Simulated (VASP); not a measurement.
These are PBE GGA, VASP's PBE PAW potentials (set 64) (plane waves; VASP) values and carry that method's errors.

VASP input:

**KPOINTS**
```
Automatic mesh
0
Gamma
10 11 10
0 0 0
```

INCAR:
```
! general
SYSTEM =AuZn
PREC   =Accurate
ENCUT  =400   ! plane-wave cut-off (eV)
LREAL  =.FALSE.
LASPH  =.TRUE.

! electronic loop
EDIFF  =1E-2   ! SCF stop (eV)
NELM   =100
ALGO   =Normal   ! blocked Davidson
LMAXMIX=6

! smearing
ISMEAR =1
SIGMA  =0.1   ! width (eV)

! functional
GGA    =PE   ! PBE

! ions
ISIF   =2

! output
LWAVE  =.FALSE.
LCHARG =.FALSE.
```

### POSCAR
```
AuZn
1
    3.1545170000     0.0000000000     0.0000000000
    0.0000000000     3.0999130000     0.0000000000
    0.0000000000     0.0000000000     3.1546490000
Zn Au
1 1
Direct
  0.5000000000   0.5000000000   0.5000000000
  0.0200470000   0.0000000000   0.0000000000
```

POTCAR, in this order: Zn Au (PBE.64 set). Program: vasp_std.

Unless said otherwise, spin-orbit coupling is left out, though it shifts the bands of the heavy elements here.

Estimate the energy per atom (σ→0), pressure, largest force, band gap (on the k-mesh).

```yaml
energy per atom (σ→0): -2.356 eV/atom
band gap (on the k-mesh): none (metal, semimetal or under 0.01 eV)
pressure: 4.56 GPa
largest_force: 0.264 eV/Å
```

**OSZICAR**
```
...
DAV:   2    -0.187076556880E+01   -0.11169E+03   -0.10816E+03  6781   0.304E+02
DAV:   3    -0.515465418152E+01   -0.32839E+01   -0.32721E+01  7943   0.626E+01
DAV:   4    -0.517339169241E+01   -0.18738E-01   -0.18737E-01  7411   0.412E+00
DAV:   5    -0.517359466781E+01   -0.20298E-03   -0.20297E-03  6194   0.465E-01    0.885E+00
DAV:   6    -0.474698363566E+01    0.42661E+00   -0.14504E+00  6634   0.144E+01    0.558E+00
DAV:   7    -0.471972341241E+01    0.27260E-01   -0.34242E-02  6485   0.420E+00    0.293E+00
DAV:   8    -0.471167402616E+01    0.80494E-02   -0.13479E-02  3723   0.139E+00
   1 F= -.47116740E+01 E0= -.47116419E+01  d E =-.965168E-04
```

The compound is AuZn in the CsCl type structure. The cell was not relaxed at this level, atoms are displaced from their ideal sites. The run is one of a series of settings (EDIFF = 1E-2 against the base run), some of them coarse on purpose. The electron count is odd and the run is not spin-polarised, which forces a metal.
